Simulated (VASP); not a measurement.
# GaGe53 (F-43m) in VASP: notebook

Aim: see how the results for GaGe53 move with the level of theory and the settings. Levels: PBEsol, LDA. Tasks: relaxation of cell and atoms.

Program: VASP 6.6.1. These are calculated values, not measurements. Logs are shortened: lines on timing, memory, paths and dates and some standing lists are left out, and cuts for length are marked.

## 1. The crystal as given

Symmetry: F-43m, No. 216, cubic system. Conventional cell: a = 17.040 Å, b = 17.040 Å, c = 17.040 Å, α = 90.00°, β = 90.00°, γ = 90.00°. Ga (site symmetry -43m) has 4 Ge at 2.46 Å as nearest neighbours. Around Ge (site symmetry 3m) lie 1 Ga at 2.46 Å and 3 Ge at 2.46 Å. Ge (site symmetry m) has 4 Ge at 2.46 Å as nearest neighbours. Ge (site symmetry 2mm) has 4 Ge at 2.46 Å as nearest neighbours. Around Ge (site symmetry 3m) lie 4 Ge at 2.46 Å. Around Ge (site symmetry m) lie 4 Ge at 2.46 Å. Around Ge (site symmetry 3m) lie 4 Ge at 2.46 Å. Around Ge (site symmetry 3m) lie 4 Ge at 2.46 Å.

The cell was built by a generator and needn't be a form met in nature.

## 2. Relaxation of cell and atoms, PBEsol

INCAR reads:

```
SYSTEM = GaGe53
PREC     = Accurate       ! precision mode
ENCUT    = 350            ! plane-wave cutoff, eV
EDIFF    = 1E-6           ! SCF threshold, eV
ISMEAR   = 0              ! smearing method
SIGMA    = 0.05           ! smearing width, eV
LREAL    = .False.        ! projectors in reciprocal space
LASPH    = .True.         ! aspherical terms in the spheres
NELM     = 80             ! most SCF steps
ALGO     = Normal         ! electronic algorithm
ISIF     = 3              ! what is computed and relaxed
LWAVE    = .False.        ! write WAVECAR
LCHARG   = .False.        ! write CHGCAR
GGA      = PS             ! functional
IBRION   = 2              ! ionic algorithm
NSW      = 60             ! ionic steps
EDIFFG   = -0.01          ! ionic threshold
```

KPOINTS reads:

```
Automatic mesh
0
Gamma
  2 2 2
  0 0 0
```

POSCAR reads:

```
GaGe53
1.0
    0.0000000000      8.5200000000      8.5200000000
    8.5200000000      0.0000000000      8.5200000000
    8.5200000000      8.5200000000      0.0000000000
Ga Ge
1 53
Direct
    0.0000000000      0.0000000000      0.0000000000
    0.0833333300      0.0833333300      0.0833333300
    0.0000000000      0.0000000000      0.3333333300
    0.0833333300      0.0833333300      0.4166666700
    0.0000000000      0.0000000000      0.6666666700
    0.0833333300      0.0833333300      0.7500000000
    0.0000000000      0.3333333300      0.0000000000
    0.0833333300      0.4166666700      0.0833333300
    0.0000000000      0.3333333300      0.3333333300
    0.0833333300      0.4166666700      0.4166666700
    0.0000000000      0.3333333300      0.6666666700
    0.0833333300      0.4166666700      0.7500000000
    0.0000000000      0.6666666700      0.0000000000
    0.0833333300      0.7500000000      0.0833333300
    0.0000000000      0.6666666700      0.3333333300
    0.0833333300      0.7500000000      0.4166666700
    0.0000000000      0.6666666700      0.6666666700
    0.0833333300      0.7500000000      0.7500000000
    0.3333333300      0.0000000000      0.0000000000
    0.4166666700      0.0833333300      0.0833333300
    0.3333333300      0.0000000000      0.3333333300
    0.4166666700      0.0833333300      0.4166666700
    0.3333333300      0.0000000000      0.6666666700
    0.4166666700      0.0833333300      0.7500000000
    0.3333333300      0.3333333300      0.0000000000
    0.4166666700      0.4166666700      0.0833333300
    0.3333333300      0.3333333300      0.3333333300
    0.4166666700      0.4166666700      0.4166666700
    0.3333333300      0.3333333300      0.6666666700
    0.4166666700      0.4166666700      0.7500000000
    0.3333333300      0.6666666700      0.0000000000
    0.4166666700      0.7500000000      0.0833333300
    0.3333333300      0.6666666700      0.3333333300
    0.4166666700      0.7500000000      0.4166666700
    0.3333333300      0.6666666700      0.6666666700
    0.4166666700      0.7500000000      0.7500000000
    0.6666666700      0.0000000000      0.0000000000
    0.7500000000      0.0833333300      0.0833333300
    0.6666666700      0.0000000000      0.3333333300
    0.7500000000      0.0833333300      0.4166666700
    0.6666666700      0.0000000000      0.6666666700
    0.7500000000      0.0833333300      0.7500000000
    0.6666666700      0.3333333300      0.0000000000
    0.7500000000      0.4166666700      0.0833333300
    0.6666666700      0.3333333300      0.3333333300
    0.7500000000      0.4166666700      0.4166666700
    0.6666666700      0.3333333300      0.6666666700
    0.7500000000      0.4166666700      0.7500000000
    0.6666666700      0.6666666700      0.0000000000
    0.7500000000      0.7500000000      0.0833333300
    0.6666666700      0.6666666700      0.3333333300
    0.7500000000      0.7500000000      0.4166666700
    0.6666666700      0.6666666700      0.6666666700
    0.7500000000      0.7500000000      0.7500000000
```

Potentials or basis: VASP PAW PBE potentials, release 64 (Ga, Ge).

On the command line:

```
> cat potpaw_PBE.64/Ga/POTCAR potpaw_PBE.64/Ge/POTCAR > POTCAR
> mpirun -np 1 vasp_std > vasp.out
```

OUTCAR:

```text
SYSTEM = GaGe53
   PREC = Accurate
   ENCUT = 350
   EDIFF = 1E-6
   ISMEAR = 0
   LREAL = .False.
   LASPH = .True.
   NELM = 80
   ISIF = 3
   GGA = PS
   IBRION = 2
   NSW = 60
   EDIFFG = -0.01

 ion  position               nearest neighbor table
   1  0.000  0.000  0.000-   2 2.46   6 2.46  14 2.46  38 2.46
   2  0.083  0.083  0.083-   1 2.46   3 2.46   7 2.46  19 2.46
   3  0.000  0.000  0.333-   2 2.46   4 2.46  16 2.46  40 2.46
   4  0.083  0.083  0.417-   3 2.46   5 2.46   9 2.46  21 2.46
   5  0.000  0.000  0.667-   6 2.46   4 2.46  18 2.46  42 2.46
   6  0.083  0.083  0.750-   5 2.46   1 2.46  11 2.46  23 2.46
[... 46 lines left out ...]
  53  0.667  0.667  0.667-  54 2.46  48 2.46  52 2.46  36 2.46
  54  0.750  0.750  0.750-  53 2.46  41 2.46  49 2.46  17 2.46

  LATTYP: Found a face centered cubic cell.
 ALAT       =    17.0400000000

  Lattice vectors:

 A1 = (   0.0000000000,   8.5200000000,   8.5200000000)
 A2 = (   8.5200000000,   0.0000000000,   8.5200000000)
 A3 = (   8.5200000000,   8.5200000000,   0.0000000000)

Analysis of symmetry for initial positions (statically):
=====================================================================
 Subroutine PRICEL returns:
 Original cell was already a primitive cell.

 Routine SETGRP: Setting up the symmetry group for a
 face centered cubic supercell.

 Subroutine GETGRP returns: Found 24 space group operations
 (whereof 24 operations were pure point group operations)
 out of a pool of 48 trial point group operations.

The static configuration has the point symmetry T_d .

Analysis of symmetry for dynamics (positions and initial velocities):
=====================================================================
 Subroutine PRICEL returns:
 Original cell was already a primitive cell.

 Routine SETGRP: Setting up the symmetry group for a
 face centered cubic supercell.

 Subroutine GETGRP returns: Found 24 space group operations
 (whereof 24 operations were pure point group operations)
 out of a pool of 48 trial point group operations.

The dynamic configuration has the point symmetry T_d .

 Subroutine INISYM returns: Found 24 space group operations
 (whereof 24 operations are pure point group operations),
 and found     1 'primitive' translations

----------------------------------------------------------------------------------------

                                     Primitive cell

  volume of cell :    1236.9404

  direct lattice vectors                    reciprocal lattice vectors
     0.000000000  8.520000000  8.520000000    -0.058685446  0.058685446  0.058685446
     8.520000000  0.000000000  8.520000000     0.058685446 -0.058685446  0.058685446
     8.520000000  8.520000000  0.000000000     0.058685446  0.058685446 -0.058685446

  length of vectors
    12.049099551 12.049099551 12.049099551     0.101646174  0.101646174  0.101646174

  position of ions in fractional coordinates (direct lattice)
     0.000000000  0.000000000  0.000000000
     0.083333330  0.083333330  0.083333330
     0.000000000  0.000000000  0.333333330
     0.083333330  0.083333330  0.416666670
     0.000000000  0.000000000  0.666666670
     0.083333330  0.083333330  0.750000000
[... 46 lines left out ...]
     0.666666670  0.666666670  0.666666670
     0.750000000  0.750000000  0.750000000

  ion indices of the primitive-cell ions
   primitive index   ion index
                 1           1
                 2           2
                 3           3
                 4           4
                 5           5
                 6           6
[... 46 lines left out ...]
                53          53
                54          54

----------------------------------------------------------------------------------------

 KPOINTS: Automatic mesh

Automatic generation of k-mesh.
 Grid dimensions read from file:
 generate k-points for:    2    2    2

 Generating k-lattice:

  Cartesian coordinates                     Fractional coordinates (reciprocal lattice)
[... 44 lines left out ...]
   GGA     = PS    functional components
   LHFCALC =     F    Hartree Fock is set to
   AEXX    =    0.0000 exact exchange contribution
   IVDW    =     0    specifies the selected vdW correction
   LEPSILON=     F    determine dielectric tensor
   LRPA    =     F    only Hartree local field effects (RPA)
 conjugate gradient relaxation of ions
 non-spin polarized calculation
 Gauss-broadening in eV      SIGMA  =   0.05
  energy-cutoff  :      350.00
  volume of cell :     1236.94
 maximum number of plane-waves:     18456
 NGX is ok and might be reduce to    80
   NGX = 37   NGY = 37   NGZ = 37

--------------------------------------- Ionic step        1  -------------------------------------------

 number of electron     214.9999998 magnetization

 Free energy of the ion-electron system (eV)
  ---------------------------------------------------
  ext. energy  EPLUGINS =         0.00000000
  ---------------------------------------------------
  free energy    TOTEN  =      -261.57164147 eV

  energy without entropy =     -261.55708542  energy(sigma->0) =     -261.56436344

------------------------ aborting loop because EDIFF is reached ----------------------------------------

  FORCE on cell =-STRESS in cart. coord.  units (eV):
  Direction    XX          YY          ZZ          XY          YZ          ZX
  --------------------------------------------------------------------------------------
  -------------------------------------------------------------------------------------
  Total        4.4171154      4.4171154      4.4171154      0.0000000     -0.0000000     -0.0000000
  in kB        5.7213768      5.7213768      5.7213768      0.0000000     -0.0000000     -0.0000000
  external PRESSURE =       5.7213768 kB  Pullay stress =       0.0000000 kB
[... 691 lines left out ...]
--------------------------------------- Ionic step        9  -------------------------------------------

 number of electron     215.0000001 magnetization

 Free energy of the ion-electron system (eV)
  ---------------------------------------------------
  ext. energy  EPLUGINS =         0.00000000
  ---------------------------------------------------
  free energy    TOTEN  =      -261.63354355 eV

  energy without entropy =     -261.61898732  energy(sigma->0) =     -261.62626543

 E-fermi :   3.0894     XC(G=0):  -9.1954

 val. band max:        3.0487774671   @ k =   0.5000   0.0000   0.0000
 cond. band min:       3.3192232412   @ k =   0.0000   0.0000   0.0000
 fundamental gap:      0.2704457741
 Fermi energy:         3.0894485151

 k-point     1 :       0.0000    0.0000    0.0000
  band No.  band energies     occupation
      1      -9.1930      2.00000
      2      -7.9904      2.00000
      3      -7.9793      2.00000
      4      -7.9793      2.00000
      5      -7.9793      2.00000
      6      -7.9612      2.00000
[... 111 lines left out ...]
    118       4.0208      0.00000
    119       4.0208      0.00000

 k-point     2 :       0.5000    0.0000    0.0000
  band No.  band energies     occupation
      1      -8.8924      2.00000
      2      -8.8363      2.00000
      3      -8.0454      2.00000
      4      -8.0404      2.00000
      5      -8.0404      2.00000
      6      -8.0165      2.00000
[... 111 lines left out ...]
    118       5.0787      0.00000
    119       5.0787      0.00000

 k-point     3 :       0.5000    0.5000    0.0000
  band No.  band energies     occupation
      1      -8.7748      2.00000
      2      -8.7347      2.00000
      3      -8.3584      2.00000
      4      -8.3478      2.00000
      5      -8.3478      2.00000
      6      -8.2383      2.00000
[... 111 lines left out ...]
    118       4.9676      0.00000
    119       5.0724      0.00000
 [bands above 119 left out]

------------------------ aborting loop because EDIFF is reached ----------------------------------------

  FORCE on cell =-STRESS in cart. coord.  units (eV):
  Direction    XX          YY          ZZ          XY          YZ          ZX
  --------------------------------------------------------------------------------------
  -------------------------------------------------------------------------------------
  Total        0.0005135      0.0005135      0.0005135     -0.0000000     -0.0000000      0.0000000
  in kB        0.0006598      0.0006598      0.0006598     -0.0000000     -0.0000000      0.0000000
  external PRESSURE =       0.0006598 kB  Pullay stress =       0.0000000 kB
[... 69 lines left out ...]
  FREE ENERGIE OF THE ION-ELECTRON SYSTEM (eV)
  ---------------------------------------------------
  free  energy   TOTEN  =      -261.6335435525 eV

  energy  without entropy=     -261.6189873165  energy(sigma->0) =     -261.62626543

 reached required accuracy - stopping structural energy minimisation
```

Wall time 44 min (1 thread of Intel Xeon 6975P-C (Granite Rapids), shared host); peak memory 1.1 GiB.

Results:

```
Free energy                            : -261.6335 eV
Relaxed volume                         : 23.09 Å³/atom
Relaxed cell                           : a = 12.082 Å, b = 12.082 Å, c = 12.082 Å, α = 60.00°, β = 60.00°, γ = 60.00°
Space group after relaxing (to 0.05 Å) : F-43m (No. 216)
Energy gained by relaxing              : 1.1 meV/atom
Ionic steps                            : 9
Pressure after relaxing                : 0.0 GPa
Band gap on the k mesh                 : none (metal or under the smearing width)
```

The path:
```csv
step,energy change (eV),largest force (eV/Å),pressure (GPa),volume (Å³)
1,0.0000,0.2790,0.57,1236.94
2,-0.0442,0.1385,-0.25,1251.64
3,-0.0444,0.1472,-0.21,1250.74
4,-0.0567,0.0619,-0.06,1248.14
5,-0.0592,0.0542,0.03,1246.41
6,-0.0617,0.0138,0.01,1246.81
7,-0.0618,0.0115,0.00,1246.94
8,-0.0618,0.0117,0.00,1246.93
9,-0.0619,0.0053,0.00,1246.96
```

Final structure:
```cif
data_structure
_symmetry_space_group_name_H-M 'P 1'
_symmetry_Int_Tables_number 1
_cell_length_a 12.0816
_cell_length_b 12.0816
_cell_length_c 12.0816
_cell_angle_alpha 60.000
_cell_angle_beta 60.000
_cell_angle_gamma 60.000
_cell_volume 1246.96
loop_
_atom_site_label
_atom_site_type_symbol
_atom_site_fract_x
_atom_site_fract_y
_atom_site_fract_z
_atom_site_occupancy
Ga1 Ga 0.00000 0.00000 0.00000 1
Ge1 Ge 0.08228 0.08228 0.08228 1
Ge2 Ge 0.00104 0.00104 0.33152 1
Ge3 Ge 0.08290 0.08290 0.41710 1
Ge4 Ge 0.00104 0.00104 0.66640 1
Ge5 Ge 0.08228 0.08228 0.75315 1
Ge6 Ge 0.00104 0.33152 0.00104 1
Ge7 Ge 0.08290 0.41710 0.08290 1
Ge8 Ge 0.00045 0.33318 0.33318 1
Ge9 Ge 0.08290 0.41710 0.41710 1
Ge10 Ge 0.00104 0.33152 0.66640 1
Ge11 Ge 0.08278 0.41619 0.75052 1
Ge12 Ge 0.00104 0.66640 0.00104 1
Ge13 Ge 0.08228 0.75315 0.08228 1
Ge14 Ge 0.00104 0.66640 0.33152 1
Ge15 Ge 0.08278 0.75052 0.41619 1
Ge16 Ge 0.00026 0.66658 0.66658 1
Ge17 Ge 0.08278 0.75052 0.75052 1
Ge18 Ge 0.33152 0.00104 0.00104 1
Ge19 Ge 0.41710 0.08290 0.08290 1
Ge20 Ge 0.33318 0.00045 0.33318 1
Ge21 Ge 0.41710 0.08290 0.41710 1
Ge22 Ge 0.33152 0.00104 0.66640 1
Ge23 Ge 0.41619 0.08278 0.75052 1
Ge24 Ge 0.33318 0.33318 0.00045 1
Ge25 Ge 0.41710 0.41710 0.08290 1
Ge26 Ge 0.33318 0.33318 0.33318 1
Ge27 Ge 0.41663 0.41663 0.41663 1
Ge28 Ge 0.33308 0.33308 0.66692 1
Ge29 Ge 0.41663 0.41663 0.75011 1
Ge30 Ge 0.33152 0.66640 0.00104 1
Ge31 Ge 0.41619 0.75052 0.08278 1
Ge32 Ge 0.33308 0.66692 0.33308 1
Ge33 Ge 0.41663 0.75011 0.41663 1
Ge34 Ge 0.33308 0.66692 0.66692 1
Ge35 Ge 0.41619 0.75052 0.75052 1
Ge36 Ge 0.66640 0.00104 0.00104 1
Ge37 Ge 0.75315 0.08228 0.08228 1
Ge38 Ge 0.66640 0.00104 0.33152 1
Ge39 Ge 0.75052 0.08278 0.41619 1
Ge40 Ge 0.66658 0.00026 0.66658 1
Ge41 Ge 0.75052 0.08278 0.75052 1
Ge42 Ge 0.66640 0.33152 0.00104 1
Ge43 Ge 0.75052 0.41619 0.08278 1
Ge44 Ge 0.66692 0.33308 0.33308 1
Ge45 Ge 0.75011 0.41663 0.41663 1
Ge46 Ge 0.66692 0.33308 0.66692 1
Ge47 Ge 0.75052 0.41619 0.75052 1
Ge48 Ge 0.66658 0.66658 0.00026 1
Ge49 Ge 0.75052 0.75052 0.08278 1
Ge50 Ge 0.66692 0.66692 0.33308 1
Ge51 Ge 0.75052 0.75052 0.41619 1
Ge52 Ge 0.66658 0.66658 0.66658 1
Ge53 Ge 0.75000 0.75000 0.75000 1
```

Levels at points of the mesh, in eV from the Fermi level:
| k point | band 104 | band 105 | band 106 | band 107 | band 108 | band 109 | band 110 | band 111 | band 112 | band 113 |
| --- | --- | --- | --- | --- | --- | --- | --- | --- | --- | --- |
| (0.00, 0.00, 0.00) | -0.54 | -0.54 | 0.23 | 0.41 | 0.41 | 0.41 | 0.64 | 0.64 | 0.64 | 0.64 |
| (0.50, 0.00, 0.00) | -0.88 | -0.17 | -0.17 | -0.04 | -0.04 | 0.45 | 1.19 | 1.23 | 1.31 | 1.31 |
| (0.50, 0.50, 0.00) | -0.84 | -0.34 | -0.33 | -0.21 | -0.21 | 1.04 | 1.04 | 1.85 | 1.86 | 1.86 |

Caveat: the PAW data sets were made with another functional, which shifts forces and pressure a little.

## 3. Relaxation of cell and atoms, LDA

INCAR reads:

```
PREC = Accurate
ENCUT = 350
EDIFF = 1E-6
ISMEAR = 0
SIGMA = 0.05
LREAL = F
LASPH = T
NELM = 80
ALGO = Normal
ISIF = 3
LWAVE = F
LCHARG = F
GGA = CA
IBRION = 2
NSW = 60
EDIFFG = -0.01
```

KPOINTS reads:

```
Automatic mesh
0
Gamma
  2 2 2
```

POSCAR is that of step 2.

Potentials or basis: VASP PAW LDA potentials, release 64 (Ga, Ge).

On the command line:

```
> cat potpaw_LDA.64/Ga/POTCAR potpaw_LDA.64/Ge/POTCAR > POTCAR
> mpirun -np 1 vasp_std > vasp.out
```

Wall time 28 min (1 thread of AMD EPYC 9R45 (Zen 5), shared host); peak memory 0.78 GiB.

Results (log left out):

* Free energy: -276.5547 eV
* Relaxed volume: 22.43 Å³/atom
* Relaxed cell: a = 11.966 Å, b = 11.966 Å, c = 11.966 Å, α = 60.00°, β = 60.00°, γ = 60.00°
* Space group after relaxing (to 0.05 Å): F-43m (No. 216)
* Energy gained by relaxing: 3.0 meV/atom
* Ionic steps: 8
* Pressure after relaxing: 0.0 GPa
* Band gap on the k mesh: none (metal or under the smearing width)

Step by step:
```
step  energy change (eV)  largest force (eV/Å)  pressure (GPa)  volume (Å³)
   1              0.0000                0.2907           -1.45      1236.94
   2             -0.1239                0.1608            0.71      1200.09
   3             -0.1428                0.1969            0.11      1209.71
   4             -0.1564                0.1027            0.05      1210.64
   5             -0.1616                0.0546           -0.01      1211.64
   6             -0.1641                0.0131           -0.01      1211.57
   7             -0.1642                0.0113            0.00      1211.55
   8             -0.1643                0.0047            0.00      1211.40
```

Final structure:
```xyz
54
Lattice="0.0000 8.4610 8.4610 8.4610 0.0000 8.4610 8.4610 8.4610 0.0000" Properties=species:S:1:pos:R:3 pbc="T T T"
Ga    0.0000    0.0000    0.0000
Ge    1.3914    1.3914    1.3914
Ge    2.8135    2.8135    0.0173
Ge    4.2305    4.2305    1.4029
Ge    5.6474    5.6474    0.0173
Ge    7.0695    7.0695    1.3914
Ge    2.8135    0.0173    2.8135
Ge    4.2305    1.4029    4.2305
Ge    5.6382    2.8228    2.8228
Ge    7.0581    4.2305    4.2305
Ge    8.4436    5.6474    2.8135
Ge    9.8714    7.0505    4.2217
Ge    5.6474    0.0173    5.6474
Ge    7.0695    1.3914    7.0695
Ge    8.4436    2.8135    5.6474
Ge    9.8714    4.2217    7.0505
Ge   11.2798    5.6421    5.6421
Ge   12.7002    7.0505    7.0505
Ge    0.0173    2.8135    2.8135
Ge    1.4029    4.2305    4.2305
Ge    2.8228    5.6382    2.8228
Ge    4.2305    7.0581    4.2305
Ge    5.6474    8.4436    2.8135
Ge    7.0505    9.8714    4.2217
Ge    2.8228    2.8228    5.6382
Ge    4.2305    4.2305    7.0581
Ge    5.6382    5.6382    5.6382
Ge    7.0502    7.0502    7.0502
Ge    8.4610    8.4610    5.6363
Ge    9.8718    9.8718    7.0502
Ge    5.6474    2.8135    8.4436
Ge    7.0505    4.2217    9.8714
Ge    8.4610    5.6363    8.4610
Ge    9.8718    7.0502    9.8718
Ge   11.2856    8.4610    8.4610
Ge   12.7002    9.8714    9.8714
Ge    0.0173    5.6474    5.6474
Ge    1.3914    7.0695    7.0695
Ge    2.8135    8.4436    5.6474
Ge    4.2217    9.8714    7.0505
Ge    5.6421   11.2798    5.6421
Ge    7.0505   12.7002    7.0505
Ge    2.8135    5.6474    8.4436
Ge    4.2217    7.0505    9.8714
Ge    5.6363    8.4610    8.4610
Ge    7.0502    9.8718    9.8718
Ge    8.4610   11.2856    8.4610
Ge    9.8714   12.7002    9.8714
Ge    5.6421    5.6421   11.2798
Ge    7.0505    7.0505   12.7002
Ge    8.4610    8.4610   11.2856
Ge    9.8714    9.8714   12.7002
Ge   11.2798   11.2798   11.2798
Ge   12.6914   12.6914   12.6914
```

Levels at points of the mesh, in eV from the Fermi level:
```csv
k point,band 104,band 105,band 106,band 107,band 108,band 109,band 110,band 111,band 112,band 113
"(0.00, 0.00, 0.00)",-0.55,-0.55,0.37,0.43,0.43,0.43,0.69,0.69,0.69,0.69
"(0.50, 0.00, 0.00)",-0.90,-0.17,-0.17,-0.04,-0.04,0.50,1.26,1.29,1.30,1.30
"(0.50, 0.50, 0.00)",-0.86,-0.35,-0.33,-0.21,-0.21,1.02,1.02,1.86,1.87,1.89
```
